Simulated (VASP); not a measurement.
MoSi₂ (MoSi2 type): the lattice constant c from VASP (plane waves, PAW) at several levels of theory. Static lattice.  The measured value holds thermal and zero-point effects that the static calculation lacks.

| level | lattice constant c (Å) | error against measurement |
|---|---|---|
| LDA | 7.787 | -0.7 % |
| PBE | 7.873 | +0.4 % |
| PBEsol | 7.827 | -0.2 % |

Measured: 7.845 Å (as given by Orest Pavlosiuk et al., Physical Review B (2022), arXiv:2202.05362).

The cell of the LDA run:

```yaml
crystal:
  lattice:
    - [-1.58857, 1.58857, 3.89349]
    - [1.58857, -1.58857, 3.89349]
    - [1.58857, 1.58857, -3.89349]
  atoms:
    - { symbol: Si, position: [0.66480, 0.66480, 0.00000] }
    - { symbol: Si, position: [0.33520, 0.33520, 0.00000] }
    - { symbol: Mo, position: [0.00000, 0.00000, 0.00000] }
```

Only levels that ran to the end are used. Left out are those held back, those with too coarse a band path, GW runs whose mesh misses a band edge, hybrids' fits of cells that aren't cubic and levels without matching references; a question may draw on a part of the rest.

The compound is MoSi2 in the MoSi2 type structure.
